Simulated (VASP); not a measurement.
Here is the system:

```
CELL_PARAMETERS angstrom
      3.08711     0.00000     0.00000
      0.00000     3.08711     0.00000
      0.00000     0.00000     3.08711
ATOMIC_POSITIONS crystal
  Ta 0.00000 0.00000 0.00000
  S  0.50000 0.50000 0.50000
```

Computed with PBE GGA, VASP's PBE PAW potentials (set 64) (plane waves; VASP). Run with 400 eV cut-off, 13×13×13 Γ-centred mesh, tetrahedra with Blöchl corrections, potentials Ta_pv S.

Unless said otherwise, spin-orbit coupling is left out, though it shifts the bands of the heavy elements here.

Problem. Tabulate the total density of states (states/eV per cell) against energy (eV; zero at the valence-band maximum or, without a gap, the Fermi level).

Solution. 
```
E (eV)  DOS (states/eV)
------  ---------------
-9.95              0.00
-9.63              0.13
-9.31              0.24
-8.87              0.37
-8.55              0.49
-8.23              1.03
-7.90              1.87
-7.58              1.43
-7.26              1.00
-6.82              1.12
-6.50              1.00
-6.18              0.94
-5.85              0.86
-5.53              0.89
-5.10              0.85
-4.77              0.87
-4.45              1.03
-4.13              1.91
-3.80              1.00
-3.48              0.52
-3.05              0.20
-2.72              0.85
-2.40              1.44
-2.08              1.43
-1.75              0.83
-1.43              0.61
-1.00              0.40
-0.67              0.42
-0.35              1.28
-0.03              2.22
0.30               2.16
0.73               1.14
1.05               1.02
1.38               1.76
1.70               1.51
2.02               1.27
2.35               1.12
2.78               1.32
3.10               1.68
3.43               1.77
```
Within 2 eV below the Fermi level the largest weight inside VASP's projection spheres is Ta d.

The structure was generated: TaS was put into the CsCl type type (Pm-3m), which need not be its known phase. It was relaxed first, which changed the volume by -36 %. The electron count is odd and the run is not spin-polarised, which forces a metal.
